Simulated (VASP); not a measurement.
Data:

```
CELL_PARAMETERS angstrom
      0.00000     3.10612     3.10612
      3.10612     0.00000     3.10612
      3.10612     3.10612     0.00000
ATOMIC_POSITIONS crystal
  Ga 0.00000 0.00000 0.00000
  Sb 0.25000 0.25000 0.25000
```

These are PBE GGA, VASP's PBE PAW potentials (set 64) (plane waves; VASP) values and carry that method's errors. Numerical set-up: 480 eV cut-off, 10×10×10 Γ-centred mesh, first-order Methfessel-Paxton smearing of 0.10 eV, potentials Ga_d Sb.

Each relaxation starts from this cell; other phases were not tried.

### Question
The cell is relaxed at 10 GPa. What happens?

### Answer
The volume per atom goes from 29.97 to 25.72 Å³ (-14.2 %), and the cell becomes a = 5.904 Å, b = 5.904 Å, c = 5.904 Å, α = 90.00°, β = 90.00°, γ = 90.00°, space group F-43m.

### Question
The cell is relaxed at 15 GPa. What happens?

### Answer
The volume per atom goes from 29.97 to 24.45 Å³ (-18.4 %), and the cell becomes a = b = c = 5.804 Å, α = β = γ = 90.00°, space group F-43m.

Failed runs are left out, and for metals the shear rows, which the mesh's noise covers.

The compound is GaSb in the zinc blende structure.
